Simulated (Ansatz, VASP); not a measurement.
# Cross-check of AlCo between VASP and Ansatz, part 2 of 2

One calculation is typed for both programs; each brings its own data sets. How far apart do they land? The cell is taken from a series of runs on this material, whose earlier steps may have relaxed, scaled, displaced or heated it; both programs get it as it stands.

VASP 6.6.1 and Ansatz 0.2.0.

So far: The structure; Ansatz: zone-centre phonons, PBEsol, pair 1; VASP: zone-centre phonons, PBEsol, pair 1; Differences.

**5. VASP: zone-centre phonons, PBEsol, pair 2**

Level of this step: PBEsol, no spin polarisation; plane waves and PAW (Al, Co) (VASP).

Second derivatives magnify differences that forces hide, and they need a tight electronic threshold. The cell compared in this pair holds 22.25 Å³, against 22.03 Å³ for the pair before.

Contents of INCAR:

```
SYSTEM = AlCo
PREC = Accurate
ENCUT = 600
EDIFF = 1E-08
NELM = 120
ISMEAR = 1
SIGMA = 0.2
LREAL = .FALSE.
ALGO = Normal
GGA = PS
NBANDS = 12
LASPH = .TRUE.
LORBIT = 11
LWAVE = .FALSE.
LCHARG = .FALSE.
ISIF = 2
IBRION = 8
GGA_COMPAT = .FALSE.
KPAR = 2
```

Contents of POSCAR:

```
AlCo
1.0
    2.8127700322      0.0000000000      0.0000000000
    0.0000000000      2.8127700322      0.0000000000
    0.0000000000      0.0000000000      2.8127700322
Al Co
1 1
Direct
    0.0000000000      0.0000000000      0.0000000000
    0.5000000000      0.5000000000      0.5000000000
```

Contents of KPOINTS:

```
Automatic mesh
0
Gamma
16 16 16
0 0 0
```

Potentials, in the order of the species: Al and Co (PBE family, release 64).

Started as:

```bash
> mpirun -np 2 vasp_std
```

Numbers of over 12 decimals in the logs are rounded to 6 here.

Output:

```text
[banner, memory and clock lines left out]
running    2 mpi-ranks, on    1 nodes
[...]
[... a notice as in an earlier step ...]

 LDA part: xc-table for (Slater+PW92), standard interpolation
 POSCAR, INCAR and KPOINTS ok, starting setup
[...]
entering main loop
       N       E                     dE             d eps       ncg     rms          rms(c)
DAV:   1     0.392096861261E+02    0.39210E+02   -0.58870E+03  4024   0.119E+03
DAV:   2    -0.131978880175E+02   -0.52408E+02   -0.48178E+02  4072   0.193E+02
DAV:   3    -0.149766695028E+02   -0.17788E+01   -0.17630E+01  4744   0.417E+01
DAV:   4    -0.150052939704E+02   -0.28624E-01   -0.28615E-01  4452   0.473E+00
[...]
DAV:  14    -0.130786556228E+02   -0.35842E-07   -0.55947E-09  2804   0.796E-04    0.177E-04
DAV:  15    -0.130786556386E+02   -0.15807E-07   -0.96033E-10  2304   0.312E-04    0.384E-05
DAV:  16    -0.130786556337E+02    0.48979E-08   -0.23804E-10  2220   0.153E-04
   1 F= -.13078656E+02 E0= -.13079273E+02  d E =0.185235E-02
[...]
RMM:  10    -0.584417244250E-02    0.30362E-07   -0.18613E-10 17346   0.502E-05    0.189E-05
RMM:  11    -0.584418972137E-02   -0.17279E-07    0.68340E-11 17005   0.152E-05    0.328E-06
RMM:  12    -0.584418618865E-02    0.35327E-08   -0.11223E-10 16934   0.586E-06    0.476E-07
 first order change of Fermi-energy   0.36290E-04
 force on displaced ion       1 direction 1 :  -8.212   0.000  -0.000
 Linear response progress:
  Degree of freedom:   2/  2
       N       E                     dE             d eps       ncg     rms          rms(c)
RMM:   1    -0.167783649552E+00   -0.16778E+00   -0.10448E-01 14492   0.259E+00
RMM:   2    -0.167507178799E+00    0.27647E-03   -0.26757E-03 14593   0.539E-01    0.169E-01
RMM:   3    -0.167423585781E+00    0.83593E-04   -0.17760E-04 15297   0.112E-01    0.101E-01
RMM:   4    -0.167792205342E+00   -0.36862E-03   -0.22884E-04 16197   0.115E-01    0.779E-03
[...]
RMM:  11    -0.167706146670E+00    0.59255E-07   -0.55777E-11 18146   0.321E-05    0.299E-06
RMM:  12    -0.167706163006E+00   -0.16335E-07   -0.31201E-11 17822   0.113E-05    0.105E-06
RMM:  13    -0.167706158855E+00    0.41508E-08   -0.48014E-11 15524   0.607E-06    0.275E-07
 first order change of Fermi-energy   0.30063E-02
 force on displaced ion       2 direction 1 :  -8.203  -0.000   0.000
 Linear response finished
```

Parts of OUTCAR (step 5):

```text
  Total        0.2878364      0.2878364      0.2878364     -0.0000000      0.0000000     -0.0000000
  in kB       20.7230457     20.7230457     20.7230457     -0.0000000      0.0000000     -0.0000000
  external PRESSURE =      20.7230457 kB  Pullay stress =       0.0000000 kB

 POSITION                                       TOTAL-FORCE (eV/Angst)
 -----------------------------------------------------------------------------------
      0.00000      0.00000      0.00000         0.000000      0.000000      0.000000
      1.40639      1.40639      1.40639         0.000000      0.000000      0.000000
 -----------------------------------------------------------------------------------
    total drift:                                0.000000     -0.000000     -0.000000

[... 1 part as in an earlier step ...]

[... 1 further part left out ...]
```

**6. Ansatz: zone-centre phonons, PBEsol, pair 2**

The same cell, functional, mesh and smearing now go to Ansatz, which takes its cutoff from its data sets.

The cell is taken from a series of runs on this material, whose earlier steps may have relaxed, scaled, displaced or heated it; both programs get it as it stands.

Contents of input.yaml:

```yaml
crystal:
  lattice:
    - [2.8127700322, 0.0, 0.0]
    - [0.0, 2.8127700322, 0.0]
    - [0.0, 0.0, 2.8127700322]
  atoms:
    - { symbol: Al, position: [0.0, 0.0, 0.0] }
    - { symbol: Co, position: [0.5, 0.5, 0.5] }
kpoints:
  mp_grid: { grid: [16, 16, 16] }
hamiltonian:
  xc: pbesol
  pseudopotentials: { kind: paw, azcp: { folder: soft_1 }, xc_functional: pbe }
scf:
  occupations: { method: methfessel_paxton, width: 0.2 }
output:
  eigenvalues: true
phonons:
  method: dfpt
```

Started as:

```bash
> ansatz run input.yaml --threads 4 --pin off --max-ram 10240MiB --backend cpu --events-out ev --progress --plain --runs-dir out
```

Output:

```text
[...]
Crystal: 2 atoms, lattice volume = 22.254 Å³
Basis set: ecut = 420 eV, 461 PW (Γ), exchange–correlation on 40×40×40 points (8 copies of the dense FFT grid, shifted against one another)
Bands: 14, of which v1, the nominal top of the filled ones, is band 10 counted from 1 (9 counted from 0)
Symmetry: 48 space group operations
k-points: 405 of 4096 (irreducible under 8 space group operations, time reversal used)
[...]
k-point 2: bands = [... 6 lower, 11.9339, 14.0063, 14.0063, 14.1852, 19.0560, 21.5855, 21.5855, 23.8573]
  k-point 404: bands = [... 6 lower, 10.9021, 14.8088, 14.8088, 17.3636, 17.3636, 17.3636, 19.5280, 20.6218]
[...]
ASR residual: 7.697e-5 → 0.000e0 eV/Å²; symmetrization residual: 2.366e-6 eV/Å²
  ASR residual per site (eV/Å²): 1.56e-5 7.70e-5
  Γ frequencies (cm⁻¹): 0.00 0.00 0.00 346.04 346.04 346.04
[...]
[key lines of the parts left out:]
SCF converged after 8 iterations
Free energy (F): -5618.776534 eV
Fermi energy:    15.041973 eV
```

**7. Differences**

What differs besides the data sets and the points named for the pairs above, as far as they apply: the data sets hold 20 valence electrons in Ansatz (on its PAW soft_1 files) and 12 in VASP. Total energies have different zeros and are not compared.

The two programs side by side:

| quantity | Ansatz | VASP | difference |
| --- | --- | --- | --- |
| optical mode 1 to 3 (cm⁻¹) | 346.0 | 347.3 | -0.36 % |

Modes are paired by rising frequency, not by their patterns, so a pair may set unlike modes beside each other; they are those without the splitting of longitudinal modes.

**8. Summary of results**

```
r.m.s. difference of the optical zone-centre modes, each program's sorted by frequency (zone-centre phonons, PBEsol, pair 1) : 1.3 cm⁻¹
r.m.s. difference of the optical zone-centre modes, each program's sorted by frequency (zone-centre phonons, PBEsol, pair 2) : 1.3 cm⁻¹
```

In words: The r.m.s. difference of the optical zone-centre modes, each program's sorted by frequency is 1.3 cm⁻¹ (zone-centre phonons, PBEsol, pair 1). The data sets hold unlike numbers of valence electrons (20 in Ansatz and 12 in VASP), so part of the differences comes from the potentials. Such differences can come from data sets, numerical settings and the points named under the comparisons, not from the functional's error against experiment.

[Lines on the potential files, build, host, timing and source positions are cut from VASP's logs without a mark.]

[Logs are printed without paths, hosts, clocks, repeated set-up lines and the standing remarks that a program may print on its own settings, such as how far it seeks lower states.]

[Hosts, paths, dates, database ids (printed as entryN), source tags and the programs' standing remarks are cut or masked in the printed files.]
